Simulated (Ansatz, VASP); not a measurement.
# TiInSi (TiInSi in the AlB2 type): VASP beside Ansatz

Aim: how closely do two programs agree when they are given the same cell, functional and k mesh? The cell is generated by rule, not measured, and may not be a known phase. The cell is taken from a series of runs on this material, whose earlier steps may have relaxed, scaled, displaced or heated it; both programs get it as it stands.

Calculated with Ansatz 0.2.0; plane waves, with VASP 6.6.1 beside it; relaxation of cell and atoms at PBE and zone-centre phonons at PBE.

## (1) Set-up

The structure is hexagonal, space group P-6m2 (No. 187). The conventional cell has a = 4.724 Å, b = 4.724 Å, c = 2.760 Å, α = 90.00°, β = 90.00°, γ = 120.00°. Ti has 2 Ti at 2.76 Å and 6 In at 3.06 Å and 6 Si at 3.06 Å nearest. Nearest to Si lie 3 In at 2.73 Å and 2 Si at 2.76 Å and 6 Ti at 3.06 Å. In has 3 Si at 2.73 Å and 2 In at 2.76 Å and 6 Ti at 3.06 Å nearest. Farther neighbours are not listed.

As a file:

```xyz
3
Lattice="4.7239 0.0000 0.0000 -2.3620 4.0910 0.0000 0.0000 0.0000 2.7605" Properties=species:S:1:pos:R:3 pbc="T T T"
Ti    0.0000    0.0000    0.0000
Si    0.0000    2.7273    1.3802
In    2.3620    1.3637    1.3802
```

## (2) VASP: relaxation of cell and atoms, PBE, pair 1

The relaxed volume is the usual yardstick between codes: in a stiff, nearly cubic crystal its relative difference is about their pressure difference at one cell divided by the bulk modulus.

Lines of VASP's logs that name or quote its potential files are left out, and so is its time.

File INCAR:

```
SYSTEM = TiInSi
PREC = Accurate
ENCUT = 500
EDIFF = 1E-07
NELM = 120
ISMEAR = 1
SIGMA = 0.2
LREAL = .FALSE.
ALGO = Normal
GGA = PE
NBANDS = 20
LASPH = .TRUE.
LORBIT = 11
LWAVE = .FALSE.
LCHARG = .FALSE.
ISIF = 3
IBRION = 2
NSW = 80
EDIFFG = -0.005
GGA_COMPAT = .FALSE.
NELMIN = 4
KPAR = 2
```

File POSCAR:

```
TiInSi
1.0
    4.7239020000      0.0000000000      0.0000000000
   -2.3619510000      4.0910200000      0.0000000000
    0.0000000000      0.0000000000      2.7604650000
Ti Si In
1 1 1
Direct
    0.0000000000      0.0000000000      0.0000000000
    0.3333333333      0.6666666667      0.5000000000
    0.6666666667      0.3333333333      0.5000000000
```

File KPOINTS:

```
Automatic mesh
0
Gamma
6 6 9
0 0 0
```

The projector-augmented-wave data sets are Ti_sv, Si and In_d (PBE family, release 64).

On the command line:

```sh
mpirun -np 2 vasp_std
```

Numbers of over 12 decimals in the logs are rounded to 6 here.

Log:

```text
[banner, memory and clock lines left out]
running    2 mpi-ranks, on    1 nodes
 distrk:  each k-point on    1 cores,    2 groups
 distr:  one band on    1 cores,    1 groups

 POSCAR found type information on POSCAR TiSiIn
 POSCAR found :  3 types and       3 ions
 LDA part: xc-table for (Slater+PW92), standard interpolation
 POSCAR, INCAR and KPOINTS ok, starting setup
 FFT: planning ... GRIDC
 FFT: planning ... GRID_SOFT
 FFT: planning ... GRID
 WAVECAR not read
 entering main loop
       N       E                     dE             d eps       ncg     rms          rms(c)
DAV:   1     0.245238785091E+03    0.24524E+03   -0.13793E+04  1400   0.176E+03
DAV:   2     0.152195727564E+01   -0.24372E+03   -0.23859E+03  1428   0.429E+02
DAV:   3    -0.163917199531E+02   -0.17914E+02   -0.17395E+02  1988   0.125E+02
DAV:   4    -0.172795532265E+02   -0.88783E+00   -0.88039E+00  2072   0.209E+01
DAV:   5    -0.173049229692E+02   -0.25370E-01   -0.25334E-01  1960   0.363E+00    0.108E+01
DAV:   6    -0.166564128777E+02    0.64851E+00   -0.19093E+01  1716   0.303E+01    0.796E+00
DAV:   7    -0.155905859878E+02    0.10658E+01   -0.56647E+00  1724   0.201E+01    0.360E+00
DAV:   8    -0.155229909987E+02    0.67595E-01   -0.49975E-01  1592   0.685E+00    0.803E-01
DAV:   9    -0.155188324155E+02    0.41586E-02   -0.42279E-02  1868   0.210E+00    0.472E-01
DAV:  10    -0.155189736751E+02   -0.14126E-03   -0.33382E-03  2152   0.582E-01    0.138E-01
DAV:  11    -0.155190177569E+02   -0.44082E-04   -0.40521E-04  1896   0.181E-01    0.427E-02
DAV:  12    -0.155190128573E+02    0.48996E-05   -0.41730E-05  2132   0.610E-02    0.160E-02
DAV:  13    -0.155190132491E+02   -0.39182E-06   -0.25465E-06  1744   0.160E-02    0.456E-03
DAV:  14    -0.155190128614E+02    0.38768E-06   -0.34555E-07  1888   0.576E-03    0.155E-03
DAV:  15    -0.155190127879E+02    0.73534E-07   -0.74242E-08  1160   0.203E-03
   1 F= -.15519013E+02 E0= -.15518050E+02  d E =-.155190E+02
[...]
2 F= -.15519206E+02 E0= -.15518379E+02  d E =-.192991E-03
[...]
3 F= -.15519208E+02 E0= -.15518397E+02  d E =-.194777E-03
[...]
4 F= -.15519223E+02 E0= -.15518428E+02  d E =-.156861E-04
 trial-energy change:   -0.000016  1 .order   -0.000014   -0.000045    0.000017
 step:   0.7765(harm=  0.7404)  dis= 0.00000  next Energy=   -15.519225 (dE=-0.177E-04)
 bond charge predicted
       N       E                     dE             d eps       ncg     rms          rms(c)
DAV:   1    -0.155192518067E+02   -0.28624E-04   -0.69204E-04  1664   0.382E-01    0.395E-02
DAV:   2    -0.155192374613E+02    0.14345E-04   -0.13380E-04  1676   0.139E-01    0.187E-02
DAV:   3    -0.155192281253E+02    0.93360E-05   -0.36904E-05  1744   0.557E-02    0.101E-02
DAV:   4    -0.155192258538E+02    0.22714E-05   -0.73236E-06  2080   0.320E-02    0.432E-03
DAV:   5    -0.155192255361E+02    0.31775E-06   -0.10107E-06  1804   0.700E-03    0.250E-03
DAV:   6    -0.155192253077E+02    0.22838E-06   -0.15666E-07  1504   0.283E-03    0.954E-04
DAV:   7    -0.155192252007E+02    0.10700E-06   -0.44826E-08   812   0.162E-03    0.189E-04
DAV:   8    -0.155192251951E+02    0.56089E-08   -0.13910E-08   736   0.114E-03
   5 F= -.15519225E+02 E0= -.15518426E+02  d E =-.176298E-04
 curvature:  -0.41 expect dE=-0.439E-07 dE for cont linesearch -0.404E-07
 trial: gam= 0.00000 g(F)=  0.846E-45 g(S)=  0.107E-06 ort =-0.220E-05 (trialstep = 0.975E+00)
 search vector abs. value=  0.107E-06
 reached required accuracy - stopping structural energy minimisation
```

From OUTCAR (step 2):

```text
ion  position               nearest neighbor table
   1  0.000  0.000  0.000-   3 3.06   3 3.06   3 3.06   3 3.06   3 3.06   3 3.06
   2  0.333  0.667  0.500-   3 2.73   3 2.73   3 2.73
   3  0.667  0.333  0.500-   2 2.73   2 2.73   2 2.73   1 3.06   1 3.06   1 3.06   1 3.06   1 3.06
                             1 3.06

  LATTYP: Found a hexagonal cell.
 ALAT       =     4.7239020000
 C/A-ratio  =     0.5843611912

 Subroutine GETGRP returns: Found 12 space group operations
 (whereof 12 operations were pure point group operations)

The static configuration has the point symmetry D_3h.

 Found     35 irreducible k-points:

   k-points           NKPTS =     35   k-points in BZ     NKDIM =     35   number of bands    NBANDS=     20

   dimension x,y,z NGX =    36 NGY =   36 NGZ =   20
   dimension x,y,z NGXF=    72 NGYF=   72 NGZF=   40

   ENCUT  =  500.0 eV  36.75 Ry    6.06 a.u.   8.61  8.61  5.03*2*pi/ulx,y,z

   NELECT =      29.0000    total number of electrons

 k-points in reciprocal lattice and weights: Automatic mesh
   0.00000000  0.00000000  0.00000000       0.003
   0.16666667  0.00000000  0.00000000       0.019
   0.33333333  0.00000000  0.00000000       0.019
   0.50000000  0.00000000  0.00000000       0.009
   0.16666667  0.16666667  0.00000000       0.019
   0.33333333  0.16666667  0.00000000       0.037
   0.33333333  0.33333333  0.00000000       0.006
   0.00000000  0.00000000  0.11111111       0.006
   0.16666667  0.00000000  0.11111111       0.037
[...]
0.33333333  0.16666667  0.44444444       0.074
   0.33333333  0.33333333  0.44444444       0.012

 average (electrostatic) potential at core
       1 -71.5596       2 -80.4153       3 -91.9137

 E-fermi :   9.4621

 k-point     1 :       0.0000    0.0000    0.0000
  band No.  band energies     occupation
    ...
     12       5.7940      2.00000
     13       5.7940      2.00000
     14       8.2591      2.00000
     15       9.4668      0.95977
     16       9.4668      0.95977
     17      11.7275     -0.00000
     18      11.7275     -0.00000
     19      12.3953     -0.00000
     20      12.3953     -0.00000

 k-point     2 :       0.1667    0.0000    0.0000
  band No.  band energies     occupation
    ...
     12       5.6984      2.00000
     13       7.3849      2.00000
     14       8.2035      2.00000
     15       9.3292      1.89344
     16       9.4169      1.37207
     17      11.6781     -0.00000
     18      11.7253     -0.00000
     19      12.7303     -0.00000
     20      12.9001     -0.00000

 k-point     3 :       0.3333    0.0000    0.0000
  band No.  band energies     occupation
    ...
     11       2.1891      2.00000
     12       5.5211      2.00000
     13       6.7645      2.00000
     14       8.9049      2.00059
     15       9.3354      1.86897
     16      10.5123     -0.00000
     17      11.5909     -0.00000
     18      11.7209     -0.00000
     19      13.1385     -0.00000
     20      14.2478      0.00000

  Total       -0.0003957     -0.0003957      0.0025134      0.0000000      0.0000000      0.0000000
  in kB       -0.0118646     -0.0118646      0.0753570      0.0000000      0.0000000      0.0000000
  external PRESSURE =       0.0172093 kB  Pullay stress =       0.0000000 kB

  energy-cutoff  :      500.00
  volume of cell :       53.44
      direct lattice vectors                 reciprocal lattice vectors
     4.732026946  0.000000000  0.000000000     0.211325931  0.122009057 -0.000000000
    -2.366013473  4.098056414  0.000000000     0.000000000  0.244018115 -0.000000000
     0.000000000  0.000000000  2.755654101     0.000000000 -0.000000000  0.362890248

 POSITION                                       TOTAL-FORCE (eV/Angst)
 -----------------------------------------------------------------------------------
      0.00000      0.00000      0.00000        -0.000000      0.000000      0.000000
     -0.00000      2.73204      1.37783        -0.000000     -0.000000      0.000000
      2.36601      1.36602      1.37783         0.000000     -0.000000      0.000000
 -----------------------------------------------------------------------------------
    total drift:                                0.000000     -0.000003     -0.000000

  FREE ENERGIE OF THE ION-ELECTRON SYSTEM (eV)
  ---------------------------------------------------
  free  energy   TOTEN  =       -15.5192251951 eV

  energy  without entropy=      -15.5168288947  energy(sigma->0) =      -15.51842643

 reached required accuracy - stopping structural energy minimisation

 total charge
# of ion       s       p       d       tot
------------------------------------------
    1        2.162   6.078   1.951  10.192
    2        0.773   0.779   0.000   1.551
    3        0.874   0.901   9.883  11.658
--------------------------------------------------
tot          3.809   7.758  11.835  23.402

[... 3 further parts left out ...]
```

The run keeps the 12 symmetry operations of its start, so it cannot find a distortion of lower symmetry.

## (3) Ansatz: relaxation of cell and atoms, PBE, pair 1

Ansatz runs on its PAW soft_1 files.

The same cell, functional, mesh and smearing now go to Ansatz, which takes its cutoff from its data sets.

File input.yaml:

```yaml
crystal:
  lattice:
    - [4.7239024535, 0.0, 0.0]
    - [-2.3619512267, 4.0910195297, 0.0]
    - [0.0, 0.0, 2.7604651549]
  atoms:
    - { symbol: Ti, position: [0.0, 0.0, 0.0] }
    - { symbol: Si, position: [0.3333333333, 0.6666666667, 0.5] }
    - { symbol: In, position: [0.6666666667, 0.3333333333, 0.5] }
kpoints:
  mp_grid: { grid: [6, 6, 9] }
hamiltonian:
  xc: pbe
  pseudopotentials: { kind: paw, azcp: { folder: soft_1 } }
scf:
  occupations: { method: methfessel_paxton, width: 0.2 }
output:
  forces: true
  stress: true
  eigenvalues: true
relax:
  adjacent_minimum: "off"
  f_tol: 0.001
  max_steps: 60
  cell: { stress_tol: 0.01 }
```

On the command line:

```sh
ansatz run input.yaml --threads 4 --pin off --max-ram 12288MiB --backend cpu --events-out ev --progress --plain --runs-dir out
```

Log:

```text
Engine: ansatz 0.2.0, aarch64-unknown-linux-gnu
Pseudopotentials: kind: paw
Pseudopotential: Ti, paw, valence charge 12, recommended cutoff 420 eV (normal), soft_1/Ti.paw.azcp
Pseudopotential: Si, paw, valence charge 4, recommended cutoff 420 eV (normal), soft_1/Si.paw.azcp
Pseudopotential: In, paw, valence charge 13, recommended cutoff 420 eV (normal), soft_1/In.paw.azcp
Functional definition: PBE
  parameter kappa = 0.804
  parameter beta = 0.066725
  exchange = pbe_x(kappa = kappa, mu = beta*pi^2/3)
  correlation = pbe_c(beta = beta)
Crystal: 3 atoms, lattice volume = 53.348 Å³
Basis set: ecut = 420 eV, 1023 PW (Γ), exchange–correlation on 64×64×40 points (8 copies of the dense FFT grid, shifted against one another)
Bands: 19, of which v1, the nominal top of the filled ones, is band 15 counted from 1 (14 counted from 0)
Symmetry: 12 space group operations
Space group: P-6m2 (ITA 187), of the structure as read, at distance tolerance 3.8e-5 Å
k-points: 35 of 324 (time reversal used)
Non-local potential: Ti, projectors of the file, l = 0: 3, l = 1: 2, l = 2: 3, l = 3: 1
Non-local potential: Si, projectors of the file, l = 0: 2, l = 1: 2, l = 2: 1
Non-local potential: In, projectors of the file, l = 0: 2, l = 1: 2, l = 2: 2, l = 3: 1
PAW form: soft (Blöchl's): semilocal exchange-correlation on the pseudo side does not see the compensation charge
PAW one-centre angular grid: Ti, 590 points (default); XC on 64 Gauss nodes
PAW one-centre angular grid: Si, 110 points (default); XC on 64 Gauss nodes
PAW one-centre angular grid: In, 590 points (default); XC on 64 Gauss nodes
Initial density: superposition of atomic densities (chi_scale 0.1, normalization cell, long waves kept (reshape's long-wave potential 0.00 eV rms))
Initial wavefunctions: pseudopotential atomic-orbital guess
Functional: x = pbe(κ = 0.804, μ = 0.219515), c = pbe(β = 0.066725)
SCF iter   1: F=—  HF=-8733.862467 eV  |F-HF|=—  |Δ(HF+E_count)|=         —  Δρ=5.37e-2  dr2=4.06e0  ethr=3.10e-3  ⟨swp⟩=5.0  Hψ=2958  notcnv=0
preconditioner: auto → none  [metal: Δε(μ)=0.069 eV  Ē_g=9.535 eV  σ=0.200 eV  W_gap=0.28  n_scr=8 (ndim 8)  ℏωp=23.3 eV  f_vac=0.000  D(μ)=3.69/eV (n_scr^D=44)  sad-step TF]
SCF iter   2: F=—  HF=-8733.483719 eV  |F-HF|=—  |Δ(HF+E_count)|=   3.79e-1  S|Δr|=    0.00e0  Δρ=4.34e-2  dr2=2.58e0  ethr=3.10e-3  ⟨swp⟩=3.0  Hψ=1394  notcnv=0
SCF iter   3: F=—  HF=-8733.104692 eV  |F-HF|=—  |Δ(HF+E_count)|=   3.79e-1  S|Δr|=    0.00e0  Δρ=6.87e-3  dr2=2.45e-2  ethr=3.10e-3  ⟨swp⟩=2.1  Hψ=1025  notcnv=0
SCF iter   4: F=—  HF=-8733.098047 eV  |F-HF|=—  |Δ(HF+E_count)|=   6.65e-3  S|Δr|=    0.00e0  Δρ=2.17e-3  dr2=2.42e-3  ethr=8.46e-5  ⟨swp⟩=2.0  Hψ=1285  notcnv=0
SCF iter   5: F=—  HF=-8733.097455 eV  |F-HF|=—  |Δ(HF+E_count)|=   5.92e-4  S|Δr|=    0.00e0  Δρ=5.53e-4  dr2=1.46e-4  ethr=8.36e-6  ⟨swp⟩=2.0  Hψ=1042  notcnv=0
SCF iter   6: F=—  HF=-8733.097478 eV  |F-HF|=—  |Δ(HF+E_count)|=   2.34e-5  S|Δr|=    0.00e0  Δρ=1.42e-4  dr2=7.58e-6  ethr=5.03e-7  ⟨swp⟩=2.0  Hψ=846  notcnv=0
SCF iter   7: F=—  HF=-8733.097501 eV  |F-HF|=—  |Δ(HF+E_count)|=   2.30e-5  S|Δr|=    0.00e0  Δρ=1.77e-5  dr2=1.23e-7  ethr=2.61e-8  ⟨swp⟩=2.0  Hψ=852  notcnv=0
SCF iter   8: F=-8733.097501 eV  HF=-8733.097501 eV  |F-HF|=9.68e-10  |Δ(HF+E_count)|=   6.37e-8  S|Δr|=    0.00e0  Δρ=1.93e-6  dr2=1.47e-9  ethr=3.45e-10  ⟨swp⟩=5.0  Hψ=2758  notcnv=0
SCF 1 converged in 8 iterations: F = -8733.097501 eV  dr2 = 1.47e-9
  greatest PAW one-centre occupation: 0.999 electrons in one spin orbital (limit 2), on the Ti atom at site 0 (counted from 0), in its partial waves of l = 0
relax step   1: F+E_penalty+E_count = -8733.09750139 eV  Δ(F+E_penalty+E_count) = +0.000e0 eV  max|allowed force component| = 6.168e-17 eV/Å  Δτ_max = 0.0000 Å  P = +0.133 GPa  Ω = 53.348 Å³  (8 SCF iters, dr2 threshold 1.00e-7 eV, accepted)
[...]
relax step   2: F+E_penalty+E_count = -8733.09771972 eV  Δ(F+E_penalty+E_count) = -2.183e-4 eV  max|allowed force component| = 1.388e-16 eV/Å  Δτ_max = 0.0000 Å  P = -0.114 GPa  Ω = 53.503 Å³  energy of the carried Pulay correction = -2.521e-5 eV  (4 SCF iters, dr2 threshold 2.41e-7 eV, accepted)
[...]
relax step   3: F+E_penalty+E_count = -8733.09774946 eV  Δ(F+E_penalty+E_count) = -2.974e-5 eV  max|allowed force component| = 7.710e-17 eV/Å  Δτ_max = 0.0000 Å  P = +0.058 GPa  Ω = 53.411 Å³  energy of the carried Pulay correction = -9.314e-6 eV  (4 SCF iters, dr2 threshold 3.70e-8 eV, accepted)
[...]
relax step   4: F+E_penalty+E_count = -8733.09775252 eV  Δ(F+E_penalty+E_count) = -3.061e-6 eV  max|allowed force component| = 1.049e-16 eV/Å  Δτ_max = 0.0000 Å  P = -0.000 GPa  Ω = 53.441 Å³  energy of the carried Pulay correction = -1.453e-5 eV  (3 SCF iters, dr2 threshold 2.63e-8 eV, accepted)
[...]
relax step   5: F+E_penalty+E_count = -8733.09776930 eV  Δ(F+E_penalty+E_count) = -1.679e-5 eV  max|allowed force component| = 6.630e-17 eV/Å  Δτ_max = 0.0000 Å  P = -0.000 GPa  Ω = 53.441 Å³  stress off target by 5.81e-4 GPa  SCF on the basis re-selected at this cell (its energy is not comparable with the rows above)  (5 SCF iters)
basis re-selected at this cell: Δ(F+E_penalty+E_count) = -1.679e-5 eV, ΔP = -0.000 GPa vs the last step (what re-selecting the basis moved, of the pressure what is left beyond the Pulay correction that the steps carried, after the strain that the cell walked since its last selection, with what the two solves' SCF thresholds leave and, on support functions, any second-order correction that the steps lacked; it is no m [...]
SCF converged after 5 iterations
Stability not checked: this state was not tested for a lower state beside it, because cold or Methfessel-Paxton smearing, or corrected tetrahedra, fill the levels in a way that the test cannot read (fill_not_monotonic; see scf.lower_state_search)
Free energy (F): -8733.097769 eV
Harris-Foulkes:  -8733.097769 eV  (|F-HF|=3.64e-12)
Internal energy: -8733.095492 eV  (E = F + TS)
E sigma→0 (E₀):  -8733.097200 eV
Entropy (-TS):   -0.002277 eV (-0.759 meV/atom)
Fermi energy:    12.564291 eV
--- Per-component energies (eV) ---
  E_band       = -137.981638
  E_kinetic    = 541.814080
  E_local      = -2040.719820  (includes V_loc(G=0)·N_el)
  E_nonlocal   = 409.768232
  E_hartree    = 843.804557
  E_xc         = -316.522242
  E_vxc        = -284.064315  (∫ρ·V_xc dr)
  E_paw        = -5762.800155  (= ΣΔE_a)
  E_vpaw       = -452.389074  (= ΣTr[D̂ρ^β])
  E_aug_tail   = 0.000112  (compensation charges beyond the density's cutoff)
  E_ewald      = -2408.440257
  E_smearing   = -0.002277  (= −TS)
  E_closure    = 0.000000  (closes the sum)
  Σ components = -8733.097769   (vs F -8733.097769, Δ=0.00e0)
--- Forces (eV/Å), atoms counted from 1 ---
  atom   1  Ti    -0.00000000     0.00000000     0.00000000
  atom   2  Si    -0.00000000     0.00000000     0.00000000
  atom   3  In     0.00000000    -0.00000000    -0.00000000
  max |Σ_I F_I| component: 2.31e-17 eV/Å
--- Stress (GPa, compression-positive) ---
       -0.000153       0.000000      -0.000000
        0.000000      -0.000153       0.000000
       -0.000000       0.000000      -0.000581
  P = ⅓ Tr σ = -0.0003 GPa (-0.003 kbar)
--- Band table (eV; the first three rows and the last of 35) ---
  k-point 0: bands = [... 11 lower, 8.8941, 8.8941, 11.3556, 12.5666, 12.5666, 14.8348, 14.8348, 15.5038]
  k-point 1: bands = [... 11 lower, 9.1356, 9.1356, 11.6409, 12.4091, 12.4091, 15.0365, 15.0365, 15.5048]
  k-point 2: bands = [... 11 lower, 9.8286, 9.8286, 11.8989, 12.0249, 12.0249, 14.4994, 15.2041, 15.2041]
  k-point 34: bands = [... 11 lower, 9.0741, 10.2106, 10.3170, 13.1969, 13.2183, 13.8876, 14.0281, 14.2433]
--- Relaxed structure (4 steps of the walk, 4 accepted, 1 SCFs on fresh bases) ---
  F+E_penalty+E_count = -8733.09776930 eV   max|allowed force component| = 6.630e-17 eV/Å   (the final SCF, on the basis selected at the relaxed cell)
  cell:  # Å, volume = 53.4407 Å³
    - [4.732713, -2.8921345255228765e-11, 0.0]
    - [-2.366356, 4.098649, 0.0]
    - [0.0, 0.0, 2.754995]
  atoms:
    - { symbol: Ti, position: [0, 0, 0.0] }
    - { symbol: Si, position: [0.333333, 0.666667, 0.5] }
    - { symbol: In, position: [0.666667, 0.333333, 0.5] }
```

## (4) Comparison

Known differences besides the potentials themselves: the cutoff is 420 eV in Ansatz and 500 eV in VASP; Ansatz adds a Pulay correction to the stress that steers its cell, VASP none. Total energies have different zeros and are not compared.

Both answers:

```
                                         quantity  Ansatz   VASP  difference
                                      volume (Å³)   53.44  53.44     +0.01 %
edge a after relaxation, in the typed setting (Å)   4.733  4.732     +0.01 %
edge c after relaxation, in the typed setting (Å)   2.755  2.756     -0.03 %
```

(Continued in part 2 of 2.)

[Lines on the potential files, build, host, timing and source positions are cut from VASP's logs without a mark.]

[Logs are printed without paths, hosts, clocks, repeated set-up lines and the standing remarks that a program may print on its own settings, such as how far it seeks lower states.]

[Hosts, paths, dates, database ids (printed as entryN), source tags and the programs' standing remarks are cut or masked in the printed files.]
